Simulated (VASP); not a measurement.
The input files of a VASP run:

File KPOINTS:
```
K-points
0
G
  5 5 5
```

INCAR:
```
LASPH=.TRUE.
PREC=Accurate
SYSTEM=AgI
ENCUT=400
SIGMA=0.05   ! width (eV)
EDIFF=1E-6   ! SCF stop (eV)
ISPIN=2
LWAVE=.FALSE.
GGA=PE   ! PBE
NELM=100
ALGO=Normal
ISIF=2   ! forces and stress, cell fixed
LMAXMIX=4   ! l cut-off of mixed one-centre charges
MAGMOM=2*1.0
ISMEAR=0   ! Gaussian
LCHARG=.FALSE.
LREAL=.FALSE.   ! projection in real space or not
```

File POSCAR:
```
AgI
1
    0.0000000000     3.2500000000     3.2500000000
    3.2500000000     0.0000000000     3.2500000000
    3.2500000000     3.2500000000     0.0000000000
Ag I
1 1
Direct
  0.0000000000   0.0000000000   0.0000000000
  0.2500000000   0.2500000000   0.2500000000
```

POTCAR, in this order: Ag I (PBE.64 set). Program: vasp_std.

**Question.** Write an equivalent input for Quantum ESPRESSO's pw.x.

**Answer.** One equivalent input (not run):
```
&CONTROL
  calculation = 'scf'
  pseudo_dir = './pseudo'
  outdir = './out'
  tprnfor = .true.
  tstress = .true.
/
&SYSTEM
  ibrav = 0
  nat = 2
  ntyp = 2
  ecutwfc = 82
  occupations = 'smearing'
  smearing = 'gaussian'
  degauss = 0.003675
  input_dft = 'pbe'
  nspin = 2
  starting_magnetization(1) = 0.1
  starting_magnetization(2) = 0.1
/
&ELECTRONS
  conv_thr = 7.3e-08
  electron_maxstep = 100
/
ATOMIC_SPECIES
  Ag 107.868 Ag.upf
  I 126.904 I.upf
CELL_PARAMETERS angstrom
     0.0000000    3.2500000    3.2500000
     3.2500000    0.0000000    3.2500000
     3.2500000    3.2500000    0.0000000
ATOMIC_POSITIONS crystal
  Ag   0.0000000  0.0000000  0.0000000
  I    0.2500000  0.2500000  0.2500000
K_POINTS automatic
  5 5 5 0 0 0
```
What does not carry over: the potentials are each code's own (VASP's PAW set, PseudoDojo norm-conserving files in pw.x), so ENCUT and ecutwfc are chosen apart and not converted; conv_thr bounds pw.x's estimated SCF error, while EDIFF bounds the energy change between steps; starting_magnetization is a fraction of the valence charge and MAGMOM a moment in μB, so they match only roughly.

The compound is AgI in the zinc blende structure, whereas wurtzite is the usual form. The cell was not relaxed at this level.
